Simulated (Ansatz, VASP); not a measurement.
## Ge5H4 (Ge wire along [100], 25 atoms a period, H-terminated): VASP beside Ansatz

Aim: how closely do two programs agree when they are given the same cell, functional and k mesh? The cell is taken from a series of runs on this material, whose earlier steps may have relaxed, scaled, displaced or heated it; both programs get it as it stands.

Calculated with Ansatz 0.2.0; plane waves, with VASP 6.6.1 beside it; single point at PBE.

### Step 1. Starting point

The cell holds 45 atoms: 25 Ge and 20 H. Its edges and angles: a = 20.121 Å, b = 20.121 Å, c = 5.743 Å, α = 90.0°, β = 90.0°, γ = 90.0°. Vacuum lies along a and b. The structure's axis is c.

### Step 2. VASP: single point, PBE

A single point gives forces, pressure and levels at one fixed geometry, so differences don't come from the geometry; what else differs is listed under the comparison.

Lines of VASP's logs that name or quote its potential files are left out, and so is its time.

Contents of INCAR:

```
SYSTEM = Ge5H4
PREC = Accurate
ENCUT = 410
EDIFF = 1E-06
NELM = 120
ISMEAR = -1
SIGMA = 0.05
LREAL = Auto
ALGO = Normal
GGA = PE
NBANDS = 216
LORBIT = 11
LWAVE = .FALSE.
LCHARG = .FALSE.
ISIF = 2
LASPH = .TRUE.
GGA_COMPAT = .FALSE.
EFERMI = MIDGAP
KPAR = 8
```

Contents of POSCAR:

```
Ge5H4
1.0
   20.1210000000      0.0000000000      0.0000000000
    0.0000000000     20.1210000000      0.0000000000
    0.0000000000      0.0000000000      5.7426615579
Ge H
25 20
Direct
    0.2873521700      0.5700217950      0.0034773070
    0.4287069140      0.4287069140      0.9993672660
    0.4299947470      0.7126643720      0.0034773070
    0.5700217950      0.2873521700      0.0034773070
    0.5713096280      0.5713096280      0.9993672660
    0.7126643720      0.4299947470      0.0034773070
    0.2166390190      0.5000082710      0.2500000000
    0.3587278900      0.3587278900      0.2545265060
    0.3587278900      0.6412886520      0.2454734940
    0.5000082710      0.2166390190      0.2500000000
    0.5000082710      0.5000082710      0.2500000000
    0.5000082710      0.7833775230      0.2500000000
    0.6412886520      0.3587278900      0.2454734940
    0.6412886520      0.6412886520      0.2545265060
    0.7833775230      0.5000082710      0.2500000000
    0.2873521700      0.4299947470      0.4965226930
    0.4299947470      0.2873521700      0.4965226930
    0.4287069140      0.5713096280      0.5006327340
    0.5713096280      0.4287069140      0.5006327340
    0.5700217950      0.7126643720      0.4965226930
    0.7126643720      0.5700217950      0.4965226930
    0.3575287325      0.5000082710      0.7500000000
    0.5000082710      0.3575287325      0.7500000000
    0.5000082710      0.6424878095      0.7500000000
    0.6424878095      0.5000082710      0.7500000000
    0.1712110790      0.4558373470      0.0970084350
    0.3140758745      0.3140758745      0.0977893170
    0.4558373470      0.1712110790      0.0970084350
    0.5441791950      0.8288054630      0.0970084350
    0.6859406675      0.6859406675      0.0977893170
    0.8288054630      0.5441791950      0.0970084350
    0.1712110790      0.5441791950      0.4029915650
    0.3140758745      0.6859406675      0.4022106830
    0.4558373470      0.8288054630      0.4029915650
    0.5441791950      0.1712110790      0.4029915650
    0.6859406675      0.3140758745      0.4022106830
    0.8288054630      0.4558373470      0.4029915650
    0.2432010915      0.3849071970      0.6532891760
    0.3849071970      0.2432010915      0.6532891760
    0.6151093450      0.7568154505      0.6532891760
    0.7568154505      0.6151093450      0.6532891760
    0.2432010915      0.6151093450      0.8467108240
    0.3849071970      0.7568154505      0.8467108240
    0.6151093450      0.2432010915      0.8467108240
    0.7568154505      0.3849071970      0.8467108240
```

Contents of KPOINTS:

```
Automatic mesh
0
Gamma
1 1 14
0 0 0
```

PAW data sets: Ge_d and H (PBE family, release 64).

Run with:

```bash
mpirun -np 8 vasp_std
```

Numbers of over 12 decimals in the logs are rounded to 6 here.

Log:

```text
[banner, memory and clock lines left out]
running    8 mpi-ranks, on    1 nodes
[...]
|                                                                             |
|           W    W    AA    RRRRR   N    N  II  N    N   GGGG   !!!           |
|           W    W   A  A   R    R  NN   N  II  NN   N  G    G  !!!           |
|           W    W  A    A  R    R  N N  N  II  N N  N  G       !!!           |
|           W WW W  AAAAAA  RRRRR   N  N N  II  N  N N  G  GGG   !            |
|           WW  WW  A    A  R   R   N   NN  II  N   NN  G    G                |
|           W    W  A    A  R    R  N    N  II  N    N   GGGG   !!!           |
|                                                                             |
|     For optimal performance we recommend to set                             |
|       NCORE = 2 up to number-of-cores-per-socket                            |
|     NCORE specifies how many cores store one orbital (NPAR=cpu/NCORE).      |
|     This setting can greatly improve the performance of VASP for DFT.       |
|     The default, NCORE=1 might be grossly inefficient on modern             |
|     multi-core architectures or massively parallel machines. Do your        |
|     Unfortunately you need to use the default for GW and RPA                |
|     calculations (for HF NCORE is supported but not extensively tested      |
|     yet).                                                                   |
|                                                                             |

 LDA part: xc-table for (Slater+PW92), standard interpolation
 POSCAR, INCAR and KPOINTS ok, starting setup
[...]
entering main loop
       N       E                     dE             d eps       ncg     rms          rms(c)
DAV:   1     0.390777349331E+04    0.39078E+04   -0.16013E+05  3744   0.223E+03
DAV:   2     0.521968883955E+03   -0.33858E+04   -0.33055E+04  4608   0.531E+02
DAV:   3    -0.125207471875E+03   -0.64718E+03   -0.63262E+03  4848   0.216E+02
DAV:   4    -0.179552858774E+03   -0.54345E+02   -0.53962E+02  3872   0.687E+01
[...]
DAV:  25    -0.176136588147E+03   -0.98323E-05   -0.42014E-07  2256   0.650E-03    0.571E-04
DAV:  26    -0.176136590355E+03   -0.22083E-05   -0.34101E-07  2344   0.822E-03    0.218E-04
DAV:  27    -0.176136591040E+03   -0.68531E-06   -0.13311E-07  2264   0.270E-03
   1 F= -.17613659E+03 E0= -.17613659E+03  d E =-.320897E-10
```

Parts of OUTCAR (step 2):

```text
  Total       -2.7682522     -2.7682522     -2.9646011      0.0000000     -0.0000000     -0.0000000
  in kB       -1.9076728     -1.9076728     -2.0429818      0.0000000     -0.0000000     -0.0000000
  external PRESSURE =      -1.9527758 kB  Pullay stress =       0.0000000 kB

 POSITION                                       TOTAL-FORCE (eV/Angst)
 -----------------------------------------------------------------------------------
      5.78181     11.46941      0.01997        -0.013989      0.018765     -0.022813
      8.62601      8.62601      5.73903         0.014867      0.014867      0.007511
      8.65192     14.33952      0.01997        -0.018765      0.013989     -0.022813
     11.46941      5.78181      0.01997         0.018765     -0.013989     -0.022813
     11.49532     11.49532      5.73903        -0.014867     -0.014867      0.007511
     14.33952      8.65192      0.01997         0.013989     -0.018765     -0.022813
      4.35899     10.06067      1.43567        -0.040829      0.000000      0.000000
      7.21796      7.21796      1.46166        -0.000304     -0.000304     -0.030174
      7.21796     12.90337      1.40967        -0.000304      0.000304      0.030174
     10.06067      4.35899      1.43567         0.000000     -0.040829      0.000000
     10.06067     10.06067      1.43567         0.000000      0.000000      0.000000
     10.06067     15.76234      1.43567         0.000000      0.040829      0.000000
     12.90337      7.21796      1.40967         0.000304     -0.000304      0.030174
     12.90337     12.90337      1.46166         0.000304      0.000304     -0.030174
[...]
-----------------------------------------------------------------------------------
    total drift:                               -0.000053     -0.000053      0.000001

  FREE ENERGIE OF THE ION-ELECTRON SYSTEM (eV)
  ---------------------------------------------------
  free  energy   TOTEN  =      -176.1365910403 eV

  energy  without entropy=     -176.1365910403  energy(sigma->0) =     -176.13659104

[... 3 further parts left out ...]
[key lines of the parts left out:]
E-fermi :  -1.7363
```

### Step 3. Ansatz: single point, PBE

Ansatz runs on its PAW soft_1 files.

The same cell, functional, mesh and smearing now go to Ansatz, which takes its cutoff from its data sets.

Contents of input.yaml:

```yaml
crystal:
  lattice:
    - [20.121, 0.0, 0.0]
    - [0.0, 20.121, 0.0]
    - [0.0, 0.0, 5.7426615579]
  atoms:
    - { symbol: Ge, position: [0.28735217, 0.570021795, 0.003477307] }
    - { symbol: Ge, position: [0.428706914, 0.428706914, 0.999367266] }
    - { symbol: Ge, position: [0.429994747, 0.712664372, 0.003477307] }
    - { symbol: Ge, position: [0.570021795, 0.28735217, 0.003477307] }
    - { symbol: Ge, position: [0.571309628, 0.571309628, 0.999367266] }
    - { symbol: Ge, position: [0.712664372, 0.429994747, 0.003477307] }
    - { symbol: H, position: [0.171211079, 0.455837347, 0.097008435] }
    - { symbol: H, position: [0.314075874, 0.314075874, 0.097789317] }
    - { symbol: H, position: [0.455837347, 0.171211079, 0.097008435] }
    - { symbol: H, position: [0.544179195, 0.828805463, 0.097008435] }
    - { symbol: H, position: [0.685940667, 0.685940667, 0.097789317] }
    - { symbol: H, position: [0.828805463, 0.544179195, 0.097008435] }
    - { symbol: Ge, position: [0.216639019, 0.500008271, 0.25] }
    - { symbol: Ge, position: [0.35872789, 0.35872789, 0.254526506] }
    - { symbol: Ge, position: [0.35872789, 0.641288652, 0.245473494] }
    - { symbol: Ge, position: [0.500008271, 0.216639019, 0.25] }
    - { symbol: Ge, position: [0.500008271, 0.500008271, 0.25] }
    - { symbol: Ge, position: [0.500008271, 0.783377523, 0.25] }
    - { symbol: Ge, position: [0.641288652, 0.35872789, 0.245473494] }
    - { symbol: Ge, position: [0.641288652, 0.641288652, 0.254526506] }
    - { symbol: Ge, position: [0.783377523, 0.500008271, 0.25] }
    - { symbol: H, position: [0.171211079, 0.544179195, 0.402991565] }
    - { symbol: H, position: [0.314075874, 0.685940667, 0.402210683] }
    - { symbol: H, position: [0.455837347, 0.828805463, 0.402991565] }
    - { symbol: H, position: [0.544179195, 0.171211079, 0.402991565] }
    - { symbol: H, position: [0.685940667, 0.314075874, 0.402210683] }
    - { symbol: H, position: [0.828805463, 0.455837347, 0.402991565] }
    - { symbol: Ge, position: [0.28735217, 0.429994747, 0.496522693] }
    - { symbol: Ge, position: [0.429994747, 0.28735217, 0.496522693] }
    - { symbol: Ge, position: [0.428706914, 0.571309628, 0.500632734] }
    - { symbol: Ge, position: [0.571309628, 0.428706914, 0.500632734] }
    - { symbol: Ge, position: [0.570021795, 0.712664372, 0.496522693] }
    - { symbol: Ge, position: [0.712664372, 0.570021795, 0.496522693] }
    - { symbol: H, position: [0.243201091, 0.384907197, 0.653289176] }
    - { symbol: H, position: [0.384907197, 0.243201091, 0.653289176] }
    - { symbol: H, position: [0.615109345, 0.75681545, 0.653289176] }
    - { symbol: H, position: [0.75681545, 0.615109345, 0.653289176] }
    - { symbol: Ge, position: [0.357528732, 0.500008271, 0.75] }
    - { symbol: Ge, position: [0.500008271, 0.357528732, 0.75] }
    - { symbol: Ge, position: [0.500008271, 0.642487809, 0.75] }
    - { symbol: Ge, position: [0.642487809, 0.500008271, 0.75] }
    - { symbol: H, position: [0.243201091, 0.615109345, 0.846710824] }
    - { symbol: H, position: [0.384907197, 0.75681545, 0.846710824] }
    - { symbol: H, position: [0.615109345, 0.243201091, 0.846710824] }
    - { symbol: H, position: [0.75681545, 0.384907197, 0.846710824] }
kpoints:
  mp_grid: { grid: [1, 1, 14] }
  band_path: { path: ["Γ", Z], npoints: 90 }
scf:
  occupations: { method: fermi_dirac, width: 0.05 }
hamiltonian:
  xc: pbe
  pseudopotentials: { kind: paw, azcp: { folder: soft_1 } }
output:
  dos: { e_range: [-5, 4] }
  write_potential: true
  write_density: true
  volumetric_format: npy
```

Run with:

```bash
ansatz run input.yaml --threads 4 --pin off --max-ram 16384MiB --backend cpu --events-out ev --progress --plain --runs-dir out
```

Log:

```text
Engine: ansatz 0.2.0, aarch64-unknown-linux-gnu
Pseudopotentials: kind: paw
Pseudopotential: Ge, paw, valence charge 14, recommended cutoff 420 eV (normal), soft_1/Ge.paw.azcp
Pseudopotential: H, paw, valence charge 1, recommended cutoff 420 eV (normal), soft_1/H.paw.azcp
Functional definition: PBE
  parameter kappa = 0.804
  parameter beta = 0.066725
  exchange = pbe_x(kappa = kappa, mu = beta*pi^2/3)
  correlation = pbe_c(beta = beta)
Crystal: 45 atoms, lattice volume = 2324.943 Å³
Basis set: ecut = 420 eV, 45499 PW (Γ)
Bands: 230, of which v1, the nominal top of the filled ones, is band 185 counted from 1 (184 counted from 0)
Symmetry: 8 space group operations
Space group: P-42m (ITA 111), of the structure as read, at distance tolerance 1.3e-4 Å
k-points: 8 of 14
Non-local potential: Ge, projectors of the file, l = 0: 2, l = 1: 2, l = 2: 3, l = 3: 1
Non-local potential: H, projectors of the file, l = 0: 2, l = 1: 1
PAW form: soft (Blöchl's): semilocal exchange-correlation on the pseudo side does not see the compensation charge
PAW one-centre angular grid: Ge, 590 points (default); XC on 64 Gauss nodes
PAW one-centre angular grid: H, 110 points (default); XC on 64 Gauss nodes
Initial density: superposition of atomic densities (neutral atoms: chi_scale 0, normalization atom)
Initial wavefunctions: pseudopotential atomic-orbital guess
Functional: x = pbe(κ = 0.804, μ = 0.219515), c = pbe(β = 0.066725)
SCF iter   1: F=—  HF=-107692.768765 eV  |F-HF|=—  |Δ(HF+E_count)|=         —  Δρ=3.13e-2  dr2=1.90e1  ethr=3.10e-3  ⟨swp⟩=7.0  Hψ=7488  notcnv=0  defer=16
preconditioner: auto → Resta (q_TF=auto, 2.008 Å⁻¹)  ε∞=1.5  [insulator: Δε(μ)=2.546 eV  Ē_g=21.892 eV  σ=0.050 eV  W_gap=1.00  n_scr=330 (ndim 8)  ℏωp=14.8 eV  f_vac=0.614  D(μ)=0.00/eV (n_scr^D=0)  ε∞_Penn≈1.5  vacuum switching on, ρ_ref=3.5e-2 e/Å³]
SCF iter   2: F=—  HF=-107688.575984 eV  |F-HF|=—  |Δ(HF+E_count)|=    4.19e0  Δρ=1.35e-2  dr2=4.13e0  ethr=3.10e-3  ⟨swp⟩=3.0  Hψ=2560  notcnv=0  defer=291
SCF iter   3: F=—  HF=-107688.671564 eV  |F-HF|=—  |Δ(HF+E_count)|=   9.56e-2  Δρ=5.08e-3  dr2=6.26e0  ethr=1.12e-3  ⟨swp⟩=4.1  Hψ=3560  notcnv=0  defer=287
SCF iter   4: F=—  HF=-107687.656500 eV  |F-HF|=—  |Δ(HF+E_count)|=    1.02e0  Δρ=1.62e-3  dr2=7.32e-2  ethr=1.12e-3  ⟨swp⟩=3.6  Hψ=2977  notcnv=0  defer=282
SCF iter   5: F=—  HF=-107687.657144 eV  |F-HF|=—  |Δ(HF+E_count)|=   6.44e-4  Δρ=7.30e-4  dr2=5.69e-3  ethr=1.98e-5  ⟨swp⟩=2.1  Hψ=2158  notcnv=0  defer=282
SCF iter   6: F=—  HF=-107687.659902 eV  |F-HF|=—  |Δ(HF+E_count)|=   2.76e-3  Δρ=1.19e-4  dr2=4.16e-4  ethr=1.54e-6  ⟨swp⟩=2.0  Hψ=3036  notcnv=0  defer=282
SCF iter   7: F=—  HF=-107687.659960 eV  |F-HF|=—  |Δ(HF+E_count)|=   5.76e-5  Δρ=3.67e-5  dr2=3.68e-5  ethr=1.12e-7  ⟨swp⟩=2.0  Hψ=3034  notcnv=0  defer=282
SCF iter   8: F=—  HF=-107687.660019 eV  |F-HF|=—  |Δ(HF+E_count)|=   5.94e-5  Δρ=1.49e-5  dr2=3.67e-6  ethr=9.95e-9  ⟨swp⟩=2.0  Hψ=3212  notcnv=0  defer=282
SCF iter   9: F=—  HF=-107687.660024 eV  |F-HF|=—  |Δ(HF+E_count)|=   4.59e-6  Δρ=4.20e-6  dr2=4.05e-7  ethr=9.91e-10  ⟨swp⟩=2.0  Hψ=3036  notcnv=0  defer=282
SCF iter  10: F=-107687.660024 eV  HF=-107687.660024 eV  |F-HF|=1.31e-8  |Δ(HF+E_count)|=   2.56e-7  Δρ=1.02e-6  dr2=2.14e-8  ethr=2.70e-11  ⟨swp⟩=14.6  Hψ=9420  notcnv=0
SCF 1 converged in 10 iterations: F = -107687.660024 eV  dr2 = 2.14e-8
  greatest PAW one-centre occupation: 0.998 electrons in one spin orbital (limit 2), on the Ge atom at site 15 (counted from 0), in its partial waves of l = 2
NSCF: frozen V_eff on 91 k-points
[...]
k-point 1: bands = [... 181 lower, -2.3416, -2.1614, -2.1614, -2.1149, 0.6330, 0.6445, 0.6600, 0.6600, ... 41 higher]
  k-point 2: bands = [... 181 lower, -2.4498, -2.1902, -2.1902, -2.1311, 0.6311, 0.6989, 0.6989, 0.7815, ... 41 higher]
  k-point 7: bands = [... 181 lower, -2.7094, -2.6249, -2.6249, -2.5930, 0.4051, 0.4646, 0.4646, 0.4871, ... 41 higher]
```

In the SCF lines HF is the Harris–Foulkes energy and dr2 the Hartree energy of the density residual, in eV; the loop may stop once dr2 is under the threshold and the program's other checks hold. Hψ counts applications of the Hamiltonian.

### Step 4. Side by side

Known differences besides the potentials themselves: the cutoff is 420 eV in Ansatz and 410 eV in VASP (PREC = Accurate, projectors in real space). Total energies have different zeros and are not compared.

Both answers:

```csv
quantity,Ansatz,VASP,difference
gap on the k mesh (eV),2.518,2.522,-0.005
```

A gap on the mesh is an upper bound, since the band edges may lie between its points.

### Step 5. Results

| Property | Result |
| --- | --- |
| difference in gap on the k mesh (single point, PBE) | -0.0046 eV |

In words: The difference in gap on the k mesh is -0.0046 eV (single point, PBE), within the 0.08 eV picked in this series as the mark of a large difference. How closely two codes agree says nothing of how well the functional describes the real material.

[Lines on the potential files, build, host, timing and source positions are cut from VASP's logs without a mark.]

[Logs are printed without paths, hosts, clocks, repeated set-up lines and the standing remarks that a program may print on its own settings, such as how far it seeks lower states.]

[Hosts, paths, dates, database ids (printed as entryN), source tags and the programs' standing remarks are cut or masked in the printed files.]
